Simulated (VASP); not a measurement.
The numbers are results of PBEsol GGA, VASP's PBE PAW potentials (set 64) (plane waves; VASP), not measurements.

A VASP calculation is set up with these files.

### INCAR
```
SYSTEM = GaN
PREC = Accurate; ENCUT = 620; LREAL = F
LASPH = T
EDIFF = 1E-6; NELM = 100; ALGO = Normal
LMAXMIX = 4
ISMEAR = 0; SIGMA = 0.05
GGA = PS
IBRION = 2; NSW = 40; ISIF = 3
EDIFFG = -0.02; PSTRESS = 100
LWAVE = F; LCHARG = F
```

POSCAR:
```
GaN
1.0
  0.0000000000   2.2290639772   2.2290639772
  2.2290639772   0.0000000000   2.2290639772
  2.2290639772   2.2290639772   0.0000000000
Ga N
1 1
direct
  0.0000000000   0.0000000000   0.0000000000
  0.2500000000   0.2500000000   0.2500000000
```

### KPOINTS
```
Automatic mesh
0
Gamma
10 10 10
0 0 0
```

POTCAR, in this order: Ga_d N (PBE.64 set). Program: vasp_std.

Energy and stress use the plane-wave basis of the starting cell.

Question: What does the run give for the energy per atom (σ→0), volume per atom, band gap (on the k-mesh)?

Answer: 
```yaml
energy per atom (σ→0): -6.546 eV/atom
band gap (on the k-mesh): 2.05 eV
volume_per_atom: 10.81 Å^3/atom
```

File OSZICAR:
```
...
   3 F= -.11741462E+02 E0= -.11741462E+02  d E =-.822536E-02
       N       E                     dE             d eps       ncg     rms          rms(c)
DAV:   1    -0.130915697511E+02    0.15160E-02   -0.33132E-03  1417   0.168E+00    0.976E-02
DAV:   2    -0.130913698414E+02    0.19991E-03   -0.32722E-04  1477   0.646E-01    0.438E-02
DAV:   3    -0.130913204307E+02    0.49411E-04   -0.56238E-05  1502   0.300E-01    0.104E-02
DAV:   4    -0.130913145796E+02    0.58511E-05   -0.89382E-06  1529   0.466E-02    0.828E-04
DAV:   5    -0.130913145937E+02   -0.14012E-07   -0.26423E-07   626   0.625E-03
   4 F= -.11741456E+02 E0= -.11741456E+02  d E =-.821944E-02
```

The structure was generated: GaN was put into the zinc blende type (F-43m), which need not be its known phase. This run relaxes it under an external pressure of 10 GPa. Symmetry was kept, so distortions that lower it aren't found.
